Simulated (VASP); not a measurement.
Consider the following.

```xyz
1
Lattice="-2.8250 2.8250 2.8250 2.8250 -2.8250 2.8250 2.8250 2.8250 -2.8250" Properties=species:S:1:pos:R:3 pbc="T T T"
Rb     0.0000     0.0000     0.0000
```

The numbers are results of PBE GGA with D3 dispersion (Becke-Johnson damping), VASP's PBE PAW potentials (set 64) (plane waves; VASP), not measurements. Settings: 520 eV cut-off, 8×8×8 Γ-centred mesh, first-order Methfessel-Paxton smearing of 0.10 eV, potentials Rb_sv.

Energy and stress use the plane-wave basis of the starting cell.

Question: The ions, cell shape and volume are relaxed. What does this cell relax into?

Answer: 
```xyz
1
Lattice="-2.7805 2.7805 2.7805 2.7805 -2.7805 2.7805 2.7805 2.7805 -2.7805" Properties=species:S:1:pos:R:3 pbc="T T T"
Rb     0.0000     0.0000     0.0000
```
Space group Im-3m (229), at a tolerance of 0.03 Å.

Question: How do energy and volume change from the first to the last step?

Answer: The energy (σ→0) changes by -1.9 meV/atom and the volume by -4.7 %, in 5 ionic steps.

| step | E(σ→0) (eV) | max force (eV/Å) | pressure (GPa) | volume (Å³) |
|---|---|---|---|---|
| 1 | -1.0315 | 0.000 | -0.14 | 90.18 |
| 2 | -1.0323 | 0.000 | -0.11 | 89.16 |
| 3 | -1.0332 | 0.000 | -0.05 | 87.33 |
| 4 | -1.0329 | 0.000 | 0.09 | 83.74 |
| 5 | -1.0335 | 0.000 | 0.00 | 85.98 |

The compound is Rb in the bcc structure. This run relaxes it. Symmetry was kept, so distortions that lower it aren't found.
